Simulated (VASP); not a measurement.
Calculation: r2SCAN meta-GGA, VASP's PBE PAW potentials (set 64) (plane waves; VASP).

A VASP calculation is set up with these files.

POSCAR:
```
Eu
1.0
 -2.2900000000   2.2900000000   2.2900000000
  2.2900000000  -2.2900000000   2.2900000000
  2.2900000000   2.2900000000  -2.2900000000
Eu
1
Cart
  0.0000000000   0.0000000000   0.0000000000
```

**INCAR**
```
ALGO  =  Normal
EDIFF  =  1E-6
EDIFFG  =  -0.01
ENCUT  =  520
IBRION  =  2
ISIF  =  3
ISMEAR  =  1
LASPH  =  T
LCHARG  =  F
LMAXMIX  =  6
LMIXTAU  =  T
LREAL  =  F
LWAVE  =  F
METAGGA  =  R2SCAN
NELM  =  100
NSW  =  60
PREC  =  Accurate
SIGMA  =  0.1
SYSTEM  =  Eu
```

### KPOINTS
```
Automatic mesh
0
Gamma
10 10 10
0 0 0
```

POTCAR, in this order: Eu_2 (PBE.64 set). Program: vasp_std.

The run wrote:

OSZICAR:
```
       N       E                     dE             d eps       ncg     rms          rms(c)
DAV:   1    -0.152055038077E+02   -0.15206E+02   -0.38704E+03   768   0.844E+02
DAV:   2    -0.273815609844E+02   -0.12176E+02   -0.12005E+02   976   0.116E+02
DAV:   3    -0.276066069001E+02   -0.22505E+00   -0.21469E+00  1144   0.121E+01
DAV:   4    -0.276087796430E+02   -0.21727E-02   -0.21616E-02  1080   0.138E+00
DAV:   5    -0.276087910600E+02   -0.11417E-04   -0.11417E-04  1168   0.912E-02    0.766E+00
DAV:   6    -0.269924097867E+02    0.61638E+00   -0.36291E-01  1000   0.682E+00    0.414E+00
DAV:   7    -0.272008460130E+02   -0.20844E+00   -0.10814E-01  1104   0.415E+00    0.547E-01
DAV:   8    -0.270225346262E+02    0.17831E+00   -0.50788E-02  1120   0.306E+00    0.578E-02
DAV:   9    -0.271520276147E+02   -0.12949E+00   -0.49776E-02   768   0.197E+00    0.150E-01
DAV:  10    -0.271545789392E+02   -0.25513E-02   -0.95567E-04  1312   0.319E-01    0.993E-02
DAV:  11    -0.271476590159E+02    0.69199E-02   -0.20706E-04   784   0.198E-01    0.135E-01
DAV:  12    -0.271356717207E+02    0.11987E-01   -0.24182E-03   968   0.445E-01    0.117E-01
DAV:  13    -0.271357257806E+02   -0.54060E-04   -0.37650E-05  1056   0.814E-02    0.925E-02
DAV:  14    -0.271336121345E+02    0.21136E-02   -0.10300E-03   768   0.262E-01    0.850E-02
DAV:  15    -0.271336972263E+02   -0.85092E-04   -0.26509E-05  1344   0.529E-02    0.347E-02
DAV:  16    -0.271336683244E+02    0.28902E-04   -0.17135E-05   784   0.527E-02    0.332E-02
DAV:  17    -0.271336867807E+02   -0.18456E-04   -0.53883E-06  1216   0.315E-02    0.473E-03
DAV:  18    -0.271336641020E+02    0.22679E-04   -0.92277E-06   768   0.313E-02    0.131E-03
DAV:  19    -0.271336613572E+02    0.27448E-05   -0.15071E-06  1232   0.138E-02    0.270E-03
DAV:  20    -0.271336615033E+02   -0.14608E-06   -0.11490E-07   440   0.415E-03
   1 F= -.27133662E+02 E0= -.27133544E+02  d E =-.271337E+02
       N       E                     dE             d eps       ncg     rms          rms(c)
DAV:   1    -0.271978155261E+02   -0.64154E-01   -0.12503E+00   824   0.116E+01    0.984E-01
DAV:   2    -0.271587332132E+02    0.39082E-01   -0.41199E-02  1128   0.223E+00    0.539E-01
DAV:   3    -0.271417514532E+02    0.16982E-01   -0.51922E-02  1160   0.219E+00    0.274E-01
DAV:   4    -0.271436873244E+02   -0.19359E-02   -0.73197E-04   768   0.279E-01    0.226E-01
DAV:   5    -0.271420980797E+02    0.15892E-02   -0.17837E-03   944   0.494E-01    0.502E-02
DAV:   6    -0.271440106599E+02   -0.19126E-02   -0.21430E-03   784   0.545E-01    0.625E-03
DAV:   7    -0.271440427284E+02   -0.32069E-04   -0.70714E-05   968   0.897E-02    0.536E-03
DAV:   8    -0.271440407937E+02    0.19347E-05   -0.53948E-06  1152   0.270E-02    0.255E-03
DAV:   9    -0.271440390602E+02    0.17335E-05   -0.24422E-06  1000   0.208E-02    0.280E-04
DAV:  10    -0.271440393512E+02   -0.29108E-06   -0.65211E-08   392   0.428E-03
   2 F= -.27144039E+02 E0= -.27144045E+02  d E =-.103778E-01
       N       E                     dE             d eps       ncg     rms          rms(c)
DAV:   1    -0.271813363839E+02   -0.37297E-01   -0.80729E-01   824   0.938E+00    0.793E-01
DAV:   2    -0.271560930401E+02    0.25243E-01   -0.27209E-02  1128   0.183E+00    0.432E-01
DAV:   3    -0.271453339349E+02    0.10759E-01   -0.33252E-02  1160   0.177E+00    0.219E-01
DAV:   4    -0.271465929261E+02   -0.12590E-02   -0.48300E-04   768   0.226E-01    0.179E-01
DAV:   5    -0.271456402686E+02    0.95266E-03   -0.10424E-03   952   0.384E-01    0.389E-02
DAV:   6    -0.271467920194E+02   -0.11518E-02   -0.12046E-03   784   0.412E-01    0.498E-03
DAV:   7    -0.271468079900E+02   -0.15971E-04   -0.38023E-05   928   0.658E-02    0.454E-03
DAV:   8    -0.271468065073E+02    0.14826E-05   -0.33786E-06  1152   0.222E-02    0.207E-03
DAV:   9    -0.271468051297E+02    0.13776E-05   -0.15602E-06   768   0.169E-02    0.138E-04
DAV:  10    -0.271468053445E+02   -0.21476E-06   -0.47070E-08   424   0.337E-03
   3 F= -.27146805E+02 E0= -.27146683E+02  d E =-.131438E-01
```

**OUTCAR**
```
------------------------ aborting loop because EDIFF is reached ----------------------------------------
  FORCE on cell =-STRESS in cart. coord.  units (eV):
  Direction    XX          YY          ZZ          XY          YZ          ZX
  --------------------------------------------------------------------------------------
  Total       -0.0077415     -0.0077415     -0.0077415     -0.0000000      0.0000000      0.0000000
  in kB       -0.2801243     -0.2801243     -0.2801243     -0.0000000      0.0000000      0.0000000
  external PRESSURE =      -0.2801243 kB  Pullay stress =       0.0000000 kB
  volume of cell :       44.28
      direct lattice vectors                 reciprocal lattice vectors
    -2.228653474  2.228653474  2.228653474     0.000000000  0.224350715  0.224350715
     2.228653474 -2.228653474  2.228653474     0.224350715  0.000000000  0.224350715
     2.228653474  2.228653474 -2.228653474     0.224350715  0.224350715  0.000000000
 POSITION                                       TOTAL-FORCE (eV/Angst)
 -----------------------------------------------------------------------------------
      0.00000      0.00000      0.00000         0.000000      0.000000      0.000000
 -----------------------------------------------------------------------------------
    total drift:                               -0.000000     -0.000000      0.000000
  FREE ENERGIE OF THE ION-ELECTRON SYSTEM (eV)
  ---------------------------------------------------
  free  energy   TOTEN  =       -27.1468053445 eV

  energy  without entropy=      -27.1464390480  energy(sigma->0) =      -27.14668325

 reached required accuracy - stopping structural energy minimisation
```
(Selected blocks of OUTCAR.)

**CONTCAR**
```
Eu
   1.00000000000000
    -2.2286534740239854    2.2286534740239854    2.2286534740239854
     2.2286534740239854   -2.2286534740239854    2.2286534740239854
     2.2286534740239854    2.2286534740239854   -2.2286534740239854
  Eu
     1
Direct
     0.0000000000000000    0.0000000000000000    0.0000000000000000
```

The 4f electrons are frozen in the core of the lanthanide potential, so 4f levels, which can set the real gap, and their magnetism are missing. Energy and stress use the plane-wave basis of the starting cell.

The compound is Eu in the bcc structure. This run relaxes it. Symmetry was kept, so distortions that lower it aren't found.
